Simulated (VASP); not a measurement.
```xyz
2
Lattice="0.0000 2.7663 2.7663 2.7663 0.0000 2.7663 2.7663 2.7663 0.0000" Properties=species:S:1:pos:R:3 pbc="T T T"
Cd     0.0000     0.0000     0.0000
Se     1.3831     1.3831     1.3831
```

All values below come from PBEsol GGA, VASP's PBE PAW potentials (set 64) (plane waves; VASP). Numerical set-up: 500 eV cut-off, 8×8×8 Γ-centred mesh, Gaussian smearing of 0.050 eV, potentials Cd Se.

Task: What does the run give for the energy per atom (σ→0), pressure, band gap (on the k-mesh) with the smallest direct gap where there is one?

Result: 
The band gap (on the k-mesh) comes out as 1.00 eV and the smallest direct gap (on the k-mesh) is 1.00 eV. The energy per atom (σ→0) is -2583 meV/atom and the pressure is 29.93 GPa.

The structure was generated: CdSe was put into the zinc blende type (F-43m), which need not be its known phase. It was relaxed first under an external pressure of 30 GPa.
